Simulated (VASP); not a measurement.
```yaml
crystal:
  lattice:
    - [2.27500, -3.94042, 0.00000]
    - [2.27500, 3.94042, 0.00000]
    - [0.00000, 0.00000, 7.39000]
  atoms:
    - { symbol: Mg, position: [0.66667, 0.33333, 0.50000] }
    - { symbol: Mg, position: [0.33333, 0.66667, 0.00000] }
    - { symbol: Te, position: [0.66667, 0.33333, 0.87600] }
    - { symbol: Te, position: [0.33333, 0.66667, 0.37600] }
```

The base run (VASP): PBE GGA, plane waves, VASP's PBE PAW potentials (set 64). Settings: 400 eV cut-off, 6×6×4 Γ-centred mesh, Gaussian smearing of 0.050 eV, potentials Mg Te.

The base run took about 10 core-seconds. Times come from single runs on busy shared machines, so they are rough: good to a factor of about 2.

Pressures at a finite cut-off, here 400 eV, hold a Pulay part, which this task's highest cut-off puts under 0.2 GPa.

```tsv
setting	cost over the base run	electronic steps	pressure (GPa)
GGA = PS	within a factor of 2	13	0.32
IVDW = 11	within a factor of 2	13	0.08
IVDW = 13	within a factor of 2	13	-0.01
base run	reference	13	1.48
GGA = 91	within a factor of 2	13	1.43
GGA = RP	within a factor of 2	14	2.65
AGGAC = 0.0, GGA = BO, LUSE_VDW = .TRUE., PARAM1 = 0.1833333333, PARAM2 = 0.22	about 4 times	12	0.95
```

Left out are runs that failed, have no time on record or changed the cell.

The compound is MgTe in the wurtzite structure. The cell was not relaxed at this level.
